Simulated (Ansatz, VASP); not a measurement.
# Cross-check of GaN between VASP and Ansatz, part 2 of 2

Wanted: the spread between two codes on one cell, functional and k mesh. The cell is taken from a series of runs on this material, whose earlier steps may have relaxed, scaled, displaced or heated it; both programs get it as it stands.

VASP 6.6.1 and Ansatz 0.2.0.

So far: The starting structure; VASP: zone-centre phonons, PBE.

## 3. Ansatz: zone-centre phonons, PBE

Level of this step: Ansatz beside VASP: Kohn-Sham DFT, plane waves, PBE (Ansatz).

Ansatz runs on its PAW soft_1 files.

The same cell, functional and mesh now go to Ansatz, which takes its cutoff from its data sets.

The input, input.yaml:

```yaml
crystal:
  lattice:
    - [0.0, 2.319021793, 2.319021793]
    - [2.319021793, 0.0, 2.319021793]
    - [2.319021793, 2.319021793, 0.0]
  atoms:
    - { symbol: "N", position: [0.25, 0.25, 0.25] }
    - { symbol: Ga, position: [0.0, 0.0, 0.0] }
kpoints:
  mp_grid: { grid: [16, 16, 16] }
hamiltonian:
  xc: pbe
  pseudopotentials: { kind: paw, azcp: { folder: soft_1 } }
scf:
  occupations: { method: fixed }
output:
  eigenvalues: true
phonons:
  method: dfpt
  dielectric: true
  rigid_motions: translations
```

Command:

```
ansatz run input.yaml --threads 4 --pin off --max-ram 10240MiB --backend cpu --events-out ev --progress --plain --runs-dir out
```

Numbers of over 12 decimals in the logs are rounded to 6 here.

Output:

```text
Engine: ansatz 0.2.0, aarch64-unknown-linux-gnu
Pseudopotentials: kind: paw
Pseudopotential: N, paw, valence charge 5, recommended cutoff 420 eV (normal), soft_1/N.paw.azcp
Pseudopotential: Ga, paw, valence charge 13, recommended cutoff 420 eV (normal), soft_1/Ga.paw.azcp
Functional definition: PBE
  parameter kappa = 0.804
  parameter beta = 0.066725
  exchange = pbe_x(kappa = kappa, mu = beta*pi^2/3)
  correlation = pbe_c(beta = beta)
Crystal: 2 atoms, lattice volume = 24.943 Å³
Basis set: ecut = 420 eV, 531 PW (Γ), exchange–correlation on 48×48×48 points (8 copies of the dense FFT grid, shifted against one another)
Bands: 13, of which v1, the nominal top of the filled ones, is band 9 counted from 1 (8 counted from 0)
Symmetry: 24 space group operations
k-points: 621 of 4096 (irreducible under 4 space group operations, time reversal used)
Non-local potential: N, projectors of the file, l = 0: 2, l = 1: 2, l = 2: 1
Non-local potential: Ga, projectors of the file, l = 0: 2, l = 1: 2, l = 2: 3, l = 3: 1
PAW form: soft (Blöchl's): semilocal exchange-correlation on the pseudo side does not see the compensation charge
PAW one-centre angular grid: N, 110 points (default); XC on 64 Gauss nodes
PAW one-centre angular grid: Ga, 590 points (default); XC on 64 Gauss nodes
Initial density: superposition of atomic densities (chi_scale 0.1, normalization cell, long waves kept (reshape's long-wave potential 0.00 eV rms))
Initial wavefunctions: pseudopotential atomic-orbital guess
Functional: x = pbe(κ = 0.804, μ = 0.219515), c = pbe(β = 0.066725)
SCF iter   1: F=—  HF=-4168.441541 eV  |F-HF|=—  |Δ(HF+E_count)|=         —  Δρ=1.01e-1  dr2=2.18e0  ethr=3.10e-3  ⟨swp⟩=4.0  Hψ=35965  notcnv=0  defer=1181
preconditioner: auto → none  [insulator: Δε(μ)=1.938 eV  Ē_g=18.481 eV  n_scr=8 (ndim 8)  ℏωp=31.5 eV  f_vac=0.000  ε∞_Penn≈3.9]
SCF iter   2: F=—  HF=-4168.009692 eV  |F-HF|=—  |Δ(HF+E_count)|=   4.32e-1  Δρ=5.90e-2  dr2=5.63e-1  ethr=3.10e-3  ⟨swp⟩=2.0  Hψ=18496  notcnv=0  defer=341
SCF iter   3: F=—  HF=-4167.880862 eV  |F-HF|=—  |Δ(HF+E_count)|=   1.29e-1  Δρ=1.97e-2  dr2=5.18e-2  ethr=3.10e-3  ⟨swp⟩=2.0  Hψ=11282  notcnv=0  defer=1240
SCF iter   4: F=—  HF=-4167.874498 eV  |F-HF|=—  |Δ(HF+E_count)|=   6.36e-3  Δρ=7.48e-3  dr2=6.27e-3  ethr=2.88e-4  ⟨swp⟩=2.7  Hψ=16538  notcnv=0  defer=1240
SCF iter   5: F=—  HF=-4167.872223 eV  |F-HF|=—  |Δ(HF+E_count)|=   2.27e-3  Δρ=8.20e-4  dr2=8.39e-5  ethr=3.48e-5  ⟨swp⟩=2.0  Hψ=14817  notcnv=0  defer=1240
SCF iter   6: F=—  HF=-4167.872273 eV  |F-HF|=—  |Δ(HF+E_count)|=   4.99e-5  Δρ=2.15e-4  dr2=6.94e-6  ethr=4.66e-7  ⟨swp⟩=2.0  Hψ=14720  notcnv=0  defer=1238
SCF iter   7: F=—  HF=-4167.872272 eV  |F-HF|=—  |Δ(HF+E_count)|=   5.33e-7  Δρ=1.19e-5  dr2=1.67e-8  ethr=3.86e-8  ⟨swp⟩=2.0  Hψ=9669  notcnv=0
SCF iter   8: F=—  HF=-4167.872272 eV  |F-HF|=—  |Δ(HF+E_count)|=   1.18e-7  Δρ=8.60e-7  dr2=2.01e-10  ethr=9.28e-11  ⟨swp⟩=2.0  Hψ=13615  notcnv=0
SCF iter   9: F=-4167.872272 eV  HF=-4167.872272 eV  |F-HF|=0.00e0  |Δ(HF+E_count)|=  5.46e-12  Δρ=4.93e-8  dr2=4.16e-13  ethr=1.00e-12  ⟨swp⟩=5.4  Hψ=33767  notcnv=0
SCF 1 converged in 9 iterations: F = -4167.872272 eV  dr2 = 4.16e-13
  greatest PAW one-centre occupation: 0.995 electrons in one spin orbital (limit 2), on the Ga atom at site 1 (counted from 0), in its partial waves of l = 2
DFPT response loops at Γ: preconditioner auto → none (the input reference at scf.mixing.eps_inf says where Resta's filter doesn't serve); β = 0.50; Broyden in place of MSR1
── the response to a field inside a basis, on 16×16×16 k-points: an SCF that follows is theirs, and a resumed run solves both again ──
Bands: 10, of which v1, the nominal top of the filled ones, is band 9 counted from 1 (8 counted from 0)
k-points: 408 of 4096 (irreducible under 6 space group operations, time reversal used)
Initial density: handed on by an earlier stage of this run
Initial wavefunctions: pseudopotential atomic-orbital guess (no wavefunctions were taken with the density)
Eigensolver: Dense (408 Hₖ)
SCF iter   1: F=—  HF=-4167.872997 eV  |F-HF|=—  |Δ(HF+E_count)|=         —  Δρ=3.77e-4  dr2=1.08e-5  ethr=1.00e-1
preconditioner: auto → none  [insulator: Δε(μ)=1.340 eV  Ē_g=14.731 eV  n_scr=8 (ndim 8)  ℏωp=31.5 eV  f_vac=0.004  ε∞_Penn≈5.6]
SCF iter   2: F=—  HF=-4167.872998 eV  |F-HF|=—  |Δ(HF+E_count)|=   8.94e-7  Δρ=2.55e-4  dr2=6.07e-6  ethr=5.98e-8
SCF iter   3: F=—  HF=-4167.873000 eV  |F-HF|=—  |Δ(HF+E_count)|=   2.57e-6  Δρ=8.69e-5  dr2=2.00e-6  ethr=3.37e-8
SCF iter   4: F=-4167.872999 eV  HF=-4167.872999 eV  |F-HF|=5.57e-8  |Δ(HF+E_count)|=   1.28e-6  Δρ=2.01e-5  dr2=8.20e-8  ethr=1.11e-8
SCF 1 converged in 4 iterations: F = -4167.872999 eV  dr2 = 8.20e-8
DFPT response loops at Γ: mixed as the last ones told, above
WARN: field response: ε∞ stands inside a basis, on 16×16×16 points; the force constants stand on the 16×16×16 k-mesh, whose period is 13.20 times the interband length at k = (0.0000, 0.0000, 0.0000), direct gap 1.171 eV, under 14: take them and everything formed from them as unconverged, and compare with a denser kpoints.mp_grid
SCF converged after 9 iterations
Free energy (F): -4167.872272 eV
Harris-Foulkes:  -4167.872272 eV  (|F-HF|=0.00e0)
Internal energy: -4167.872272 eV  (E = F + TS)
E sigma→0 (E₀):  -4167.872272 eV
Fermi energy:    8.390345 eV
--- Per-component energies (eV) ---
  E_band       = -26.015046
  E_kinetic    = 237.442445
  E_local      = -1481.265635  (includes V_loc(G=0)·N_el)
  E_nonlocal   = -55.026110
  E_hartree    = 918.814669
  E_xc         = -121.179912
  E_vxc        = -129.406772  (∫ρ·V_xc dr)
  E_paw        = -2124.074513  (= ΣΔE_a)
  E_vpaw       = -435.388959  (= ΣTr[D̂ρ^β])
  E_aug_tail   = 0.000664  (compensation charges beyond the density's cutoff)
  E_ewald      = -1542.583879
  E_smearing   = -0.000000  (= −TS)
  E_closure    = 0.000000  (closes the sum)
  Σ components = -4167.872272   (vs F -4167.872272, Δ=0.00e0)
--- Band table (eV; the first three rows and the last of 621) ---
  k-point 0: bands = [... 5 lower, -4.8044, 8.3903, 8.3903, 8.3903, 9.5617, 18.1721, 18.1721, 18.1721]
  k-point 1: bands = [... 5 lower, -4.8048, 7.8181, 8.3521, 8.3521, 10.0528, 17.9535, 18.2337, 18.2337]
  k-point 2: bands = [... 5 lower, -4.8054, 6.8378, 8.2459, 8.2459, 10.7860, 17.4697, 18.3862, 18.3862]
  k-point 620: bands = [... 5 lower, -2.8754, 3.0026, 5.0638, 5.1561, 14.4369, 15.9340, 17.9925, 19.1377]
--- Phonons (Γ-DFPT): 2 representative perturbations + reference, on 621 of 4096 k-points (Σ response iterations 6) ---
  k mesh reduced under 4 symmetry operations, with k and −k counted as one. Each operation leaves every solved perturbation unchanged. A smaller set is not considered because the run solves the response to a homogeneous field
  ASR residual: 2.577e-5 → 0.000e0 eV/Å²; symmetrization residual: 5.400e-7 eV/Å²
  ASR residual per site (eV/Å²): 1.15e-5 2.58e-5
  Γ frequencies (cm⁻¹): 0.00 0.00 0.00 472.63 472.63 472.63
  ε∞ (high-frequency dielectric tensor):
        6.640421    -0.000000    -0.000000
       -0.000000     6.640421     0.000000
       -0.000000     0.000000     6.640421
  ε⁰ (static dielectric tensor: ions relaxed, cell fixed):
       12.227938     0.000000    -0.000000
        0.000000    12.227938    -0.000000
       -0.000000    -0.000000    12.227938
  ε⁰ − ε∞ (ionic part):
        5.587517     0.000000    -0.000000
        0.000000     5.587517    -0.000000
       -0.000000    -0.000000     5.587517
  softest optical mode at Γ: 472.63 cm⁻¹; the repairs (sum rule, projections) moved no ω² at Γ by more than (0.54 cm⁻¹)²
  Born effective charges Z* (e; rows j = field, columns β = displacement):
    site 0:
        -2.71653   -0.00000    0.00000
         0.00000   -2.71653   -0.00000
         0.00000   -0.00000   -2.71653
    site 1:
         2.71653    0.00000   -0.00000
        -0.00000    2.71653    0.00000
        -0.00000    0.00000    2.71653
  Z* charge neutrality: 2.898e-5 e pre-enforcement
  solved inside a basis spanned on kpoints, on 16×16×16 k-points, its susceptibility summed on 20×20×20: ε∞ is read to err by 1.9e-2, Z* by 1.3e-2 e (field_mesh: kpoints solves on kpoints); Z* is corrected for what the basis lacks
  optical modes at Γ without the LO–TO term, one row a degenerate level:
      ω (cm⁻¹)  modes    IR ((D/Å)²/amu)
        472.63      3            43.7897
  optical modes at Γ + LO–TO along q̂ = [1.0000, 0.0000, 0.0000]:
      ω (cm⁻¹)  modes    IR ((D/Å)²/amu)
        472.63      2            29.1932
        641.36      1            14.5966
  optical modes at Γ + LO–TO along q̂ = [0.0000, 1.0000, 0.0000]:
      ω (cm⁻¹)  modes    IR ((D/Å)²/amu)
        472.63      2            29.1932
        641.36      1            14.5966
  optical modes at Γ + LO–TO along q̂ = [0.0000, 0.0000, 1.0000]:
      ω (cm⁻¹)  modes    IR ((D/Å)²/amu)
        472.63      2            29.1932
        641.36      1            14.5966
```

## 4. Differences

Known differences besides the potentials themselves: fixed occupations in Ansatz, narrow Gaussian smearing in VASP; VASP's response is taken on the typed mesh, Ansatz refines its own for the field response alone; the cutoff is 420 eV in Ansatz and 600 eV in VASP; VASP's log repeats an internal error in its field response. Total energies have different zeros and are not compared.

Both answers:

```csv
quantity,Ansatz,VASP,difference
ε∞ xx,6.64,6.64,+0.02 %
ε∞ yy,6.64,6.64,+0.02 %
ε∞ zz,6.64,6.64,+0.02 %
Born charge of N1 (mean of the diagonal) (e),-2.72,-2.71,0.00
Born charge of Ga2 (mean of the diagonal) (e),2.72,2.71,0.00
optical mode 1 to 3 (cm⁻¹),472.6,470.2,+0.51 %
```

Modes are paired by rising frequency, not by their patterns, so a pair may set unlike modes beside each other; they are those without the splitting of longitudinal modes.

## 5. Outcome

| Property | Result |
| --- | --- |
| r.m.s. difference of the optical zone-centre modes, each program's sorted by frequency (zone-centre phonons, PBE) | 2.4 cm⁻¹ |
| difference in optical mode 1 to 3 (zone-centre phonons, PBE) | +0.5 % |

In words: The r.m.s. difference of the optical zone-centre modes, each program's sorted by frequency is 2.4 cm⁻¹ (zone-centre phonons, PBE). Among the rows given in per cent, the largest difference of the zone-centre phonons, PBE pair is in optical mode 1 to 3, +0.5 %. Such differences can come from data sets, numerical settings and the points named under the comparisons, not from the functional's error against experiment.

[Lines on the potential files, build, host, timing and source positions are cut from VASP's logs without a mark.]

[Logs are printed without paths, hosts, clocks, repeated set-up lines and the standing remarks that a program may print on its own settings, such as how far it seeks lower states.]

[Hosts, paths, dates, database ids (printed as entryN), source tags and the programs' standing remarks are cut or masked in the printed files.]
